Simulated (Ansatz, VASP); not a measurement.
# Cross-check of Ga2O3 (partly crystallised Ga2O3) between VASP and Ansatz, part 2 of 2

Aim: how closely do two programs agree when they are given the same cell, functional and k mesh? Of the first pair: The structure shown is the start of the Ansatz relaxation below; VASP solves that cell, so the two are compared at the walk's first step.

VASP 6.6.1 and Ansatz 0.2.0.

So far. Step 3 (VASP: single point, LDA, start cell, pair 1): The run ends at a pressure of -6.41 GPa, with forces up to 1.4 eV/Å.

### 6. VASP: single point, LDA, relaxed atoms in a fixed cell, pair 2

Level of this step: LDA; plane waves and PAW (Ga_d, O) (VASP).

The same cell, functional (in two slightly different forms), mesh and smearing now go to VASP, with its own data sets.

Contents of INCAR:

```
SYSTEM = Ga2O3
PREC = Accurate
ENCUT = 520
EDIFF = 1E-06
NELM = 120
ISMEAR = 0
SIGMA = 0.05
LREAL = Auto
ALGO = Normal
GGA = PW92
NBANDS = 512
LORBIT = 11
LWAVE = .FALSE.
LCHARG = .FALSE.
ISIF = 2
LASPH = .TRUE.
GGA_COMPAT = .FALSE.
EFERMI = MIDGAP
NCORE = 2
```

Contents of POSCAR:

```
Ga2O3
1.0
   10.0712400000      0.0000000000      0.0000000000
    0.0000000000     10.0712400000      0.0000000000
    0.0000000000      0.0000000000     10.0712400000
Ga O
40 60
Direct
    0.6409700000      0.9060200000      0.6945200000
    0.4006200000      0.2371900000      0.0297000000
    0.4023900000      0.6307400000      0.9982800000
    0.9167400000      0.4784200000      0.4261000000
    0.3965300000      0.6913400000      0.6362900000
    0.3872100000      0.0144200000      0.5343200000
    0.1837200000      0.3983500000      0.5389400000
    0.8930000000      0.1601500000      0.3356900000
    0.1434000000      0.9383800000      0.3057400000
    0.4646000000      0.0364800000      0.8540300000
    0.1532100000      0.2620200000      0.2793800000
    0.8850300000      0.5963700000      0.9810300000
    0.6426800000      0.3585100000      0.9364800000
    0.6843400000      0.7055600000      0.4945700000
    0.3899200000      0.7292800000      0.3090500000
    0.4626500000      0.4331800000      0.4856500000
    0.6942400000      0.1098400000      0.0782300000
    0.8960400000      0.3727800000      0.1500000000
    0.2028000000      0.1670200000      0.7442200000
    0.9212300000      0.8721900000      0.0763800000
    0.6701200000      0.2286000000      0.6426500000
    0.1184800000      0.6215900000      0.2041000000
    0.6358800000      0.5576600000      0.7362500000
    0.6736500000      0.6130600000      0.2318000000
    0.2080500000      0.9405000000      0.9809100000
    0.9205200000      0.4268500000      0.7737600000
    0.8945900000      0.9613200000      0.5390900000
    0.9577200000      0.2387600000      0.6015800000
    0.8964600000      0.7791800000      0.7613800000
    0.1512400000      0.9053800000      0.6832600000
[... 64 atom lines left out ...]
    0.9946400000      0.2174000000      0.1910100000
    0.5652400000      0.0809000000      0.6890400000
    0.3043900000      0.3835000000      0.3800100000
    0.2371200000      0.1020700000      0.2962200000
    0.3144700000      0.2712600000      0.8625100000
    0.9752400000      0.4105300000      0.9681200000
```

Contents of KPOINTS:

```
Automatic mesh
0
Gamma
1 1 1
0 0 0
```

PAW data sets: Ga_d and O (LDA family, release 64).

On the command line:

```bash
$ mpirun -np 8 vasp_gam
```

Output:

```text
[banner, memory and clock lines left out]
running    8 mpi-ranks, on    1 nodes
[...]
[... a notice as in an earlier step ...]

 LDA part: xc-table for (Slater(with rela. corr.)+PW92), standard interpolation
 POSCAR, INCAR and KPOINTS ok, starting setup
[...]
entering main loop
       N       E                     dE             d eps       ncg     rms          rms(c)
DAV:   1     0.261884445968E+05    0.26188E+05   -0.30364E+05  1048   0.370E+03
DAV:   2     0.615288967935E+04   -0.20036E+05   -0.19003E+05  1024   0.108E+03
DAV:   3     0.223134003558E+03   -0.59298E+04   -0.55951E+04  1264   0.400E+02
DAV:   4    -0.653680424325E+03   -0.87681E+03   -0.85533E+03  1088   0.161E+02
[...]
DAV:  19    -0.671873531124E+03   -0.44107E-05   -0.71110E-05  1472   0.297E-02    0.729E-03
DAV:  20    -0.671873529452E+03    0.16715E-05   -0.21736E-06   752   0.244E-02    0.392E-03
DAV:  21    -0.671873529515E+03   -0.62457E-07   -0.66018E-06  1208   0.266E-02
   1 F= -.67187353E+03 E0= -.67187353E+03  d E =-.201227-118
```

Parts of OUTCAR (step 6):

```text
  Total      -33.5315272      2.4398129     -8.7589463      7.4108288     -5.3090334     11.4686470
  in kB      -52.5914421      3.8266459    -13.7376867     11.6232754     -8.3267821     17.9876294
  external PRESSURE =     -20.8341610 kB  Pullay stress =       0.0000000 kB

 POSITION                                       TOTAL-FORCE (eV/Angst)
 -----------------------------------------------------------------------------------
      6.45536      9.12474      6.99468         0.022749     -0.033855     -0.038542
      4.03474      2.38880      0.29912        -0.008160      0.006424      0.009272
      4.05257      6.35233     10.05392        -0.012167     -0.044218     -0.003657
      9.23271      4.81828      4.29136        -0.002337     -0.008293     -0.031116
      3.99355      6.96265      6.40823         0.026815     -0.061737      0.032926
      3.89968      0.14523      5.38126         0.071662     -0.056239     -0.009036
      1.85029      4.01188      5.42779         0.069855     -0.036983     -0.002698
      8.99362      1.61291      3.38081         0.006076      0.024119      0.040960
      1.44422      9.45065      3.07918        -0.012743     -0.009970      0.017555
      4.67910      0.36740      8.60114        -0.055635      0.040256     -0.014178
      1.54301      2.63887      2.81370         0.030252      0.084349      0.025162
      8.91335      6.00619      9.88019        -0.007339     -0.033648     -0.033913
[...]
4.78112      4.28924      0.05650        -0.035571      0.050609      0.032180
[...]
-----------------------------------------------------------------------------------
    total drift:                               -0.029739      0.023137     -0.000011

  FREE ENERGIE OF THE ION-ELECTRON SYSTEM (eV)
  ---------------------------------------------------
  free  energy   TOTEN  =      -671.8735295149 eV

  energy  without entropy=     -671.8735295149  energy(sigma->0) =     -671.87352951

[... 2 parts as in an earlier step ...]

[... 1 further part left out ...]
[key lines of the parts left out:]
E-fermi :   5.2780
```

The run ends at a pressure of -2.08 GPa, with forces up to 0.13 eV/Å.

### 7. Differences

Both answers:

```
              quantity  Ansatz   VASP  difference
gap on the k mesh (eV)   1.642  1.645      -0.002
```

Forces on 7 of the 100 atoms, those with the largest forces and the largest differences (eV/Å; atoms numbered as in POSCAR):

```
atom         Ansatz x, y, z            VASP x, y, z
Ga11    0.003, 0.003, 0.001     0.030, 0.084, 0.025
 O65  -0.006, -0.005, 0.003    0.002, -0.092, 0.033
 O67  -0.002, 0.003, -0.004   -0.057, 0.035, -0.070
 O77  -0.002, -0.001, 0.000   -0.028, -0.033, 0.082
 O89   -0.015, 0.023, 0.032   -0.001, 0.121, -0.023
 O90   -0.009, 0.007, 0.004  -0.107, -0.017, -0.016
 O95   -0.004, 0.001, 0.000   0.021, -0.051, -0.113
```

The forces differ by 34 meV/Å r.m.s., where the r.m.s. force is 0.006 eV/Å in Ansatz and 0.035 eV/Å in VASP: the atoms lie near their places of rest in Ansatz, so a percentage would say little (all taken over all components). A gap on the mesh is an upper bound, since the band edges may lie between its points.

### 8. Summary of results

| Property | Result |
| --- | --- |
| r.m.s. force difference (single point, LDA, start cell, pair 1) | 8.0 % of the r.m.s. force |
| r.m.s. force difference (single point, LDA, relaxed atoms in a fixed cell, pair 2) | 34 meV/Å |

The r.m.s. force difference is 34 meV/Å (single point, LDA, relaxed atoms in a fixed cell, pair 2), beyond the 12 meV/Å picked in this series as the mark of a large difference. What causes the difference of the single point, LDA, start cell, pair 1 pair stays open here. What causes the difference of the single point, LDA, relaxed atoms in a fixed cell, pair 2 pair stays open here. How closely two codes agree says nothing of how well the functional describes the real material.

[Lines on the potential files, build, host, timing and source positions are cut from VASP's logs without a mark.]

[Logs are printed without paths, hosts, clocks, repeated set-up lines and the standing remarks that a program may print on its own settings, such as how far it seeks lower states.]

[Hosts, paths, dates, database ids (printed as entryN), source tags and the programs' standing remarks are cut or masked in the printed files.]
